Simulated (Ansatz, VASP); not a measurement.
**ZrB4C2: VASP beside Ansatz**

```
CELL_PARAMETERS angstrom
0.00000 3.49684 3.49684
3.49684 0.00000 3.49684
3.49684 3.49684 0.00000
ATOMIC_POSITIONS crystal
Zr 0.00000 0.00000 0.00000
B 0.62381 0.12856 0.62381
B 0.62381 0.62381 0.62381
B 0.12856 0.62381 0.62381
B 0.62381 0.62381 0.12856
C 0.50000 0.50000 0.50000
C 0.75000 0.75000 0.75000
```

Alike in both runs: task relaxation of cell and atoms; functional PBE; k mesh 10 × 10 × 10; occupations gaussian, width 0.1 eV; no spin polarisation.

```csv
,VASP,Ansatz
version,VASP 6.6.1,Ansatz 0.2.0
potentials or method,"VASP PAW PBE potentials, release 64 (Zr_sv, B, C)","scalar-relativistic, plane waves, PAW"
plane-wave cutoff (eV),600,420
valence electrons in the cell,32,32
```

```tsv
	VASP	Ansatz	Ansatz less VASP
gap on the k mesh at the Fermi level, each at its own relaxed structure (eV)	none	none	-
relaxed volume (Å³/atom)	12.18	12.19	+0.004
relaxed cell length with the largest relative difference (Å)	4.941	4.942	+0.0006
```

A gap of «none» marks a metal or a gap that the smearing closes.
